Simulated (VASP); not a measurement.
An input for Ansatz (written as the equivalent of a VASP run, and not itself run):

Ansatz 0.2 input:
```yaml
crystal:
  lattice:
    - [0.0000000, 2.6102312, 2.6102312]
    - [2.6102312, 0.0000000, 2.6102312]
    - [2.6102312, 2.6102312, 0.0000000]
  atoms:
    - { symbol: Sr, position: [0.0000000, 0.0000000, 0.0000000] }
    - { symbol: O, position: [0.5000000, 0.5000000, 0.5000000] }
kpoints:
  mp_grid: { grid: [9, 9, 9] }
hamiltonian:
  xc: r2scan
  pseudopotentials: { kind: paw }
scf:
  occupations: { method: gaussian, width: 0.05 }
  max_iter: 100
output: { forces: true, stress: true, eigenvalues: true }
```

Task: Write the VASP files for the same calculation (r2SCAN).

Result: Several could match; the one computed here: 
**INCAR**
```
ISMEAR=0
SYSTEM=SrO
LREAL=.FALSE.   # projection in real space or not
EDIFF=1E-7
LASPH=.TRUE.   # aspherical one-centre terms
METAGGA=R2SCAN
NELM=100
ALGO=Normal   # blocked Davidson
LWAVE=.FALSE.
LCHARG=.FALSE.
PREC=Accurate
ENCUT=520
LMIXTAU=.TRUE.
ISIF=2   # forces and stress, cell fixed
LMAXMIX=4
SIGMA=0.05   # width (eV)
```

KPOINTS:
```
Automatic mesh
0
Gamma
9 9 9
0 0 0
```

POSCAR:
```
SrO
1
    0.0000000000     2.6102311655     2.6102311655
    2.6102311655     0.0000000000     2.6102311655
    2.6102311655     2.6102311655     0.0000000000
Sr O
1 1
Direct
  0.0000000000   0.0000000000   0.0000000000
  0.5000000000   0.5000000000   0.5000000000
```

POTCAR, in this order: Sr_sv O (PBE.64 set). Program: vasp_std.

The two are equivalent in intent, not identical: each code has its own PAW files, so the cut-off isn't converted (ENCUT is set for VASP's; basis.ecutwfc is left out, and Ansatz then takes the one that its files recommend); Ansatz stops its SCF on the density residual and VASP on the energy change (EDIFF).

The compound is SrO in the rock salt structure. This cell is one point of a volume scan, at 1.03 of the reference volume.
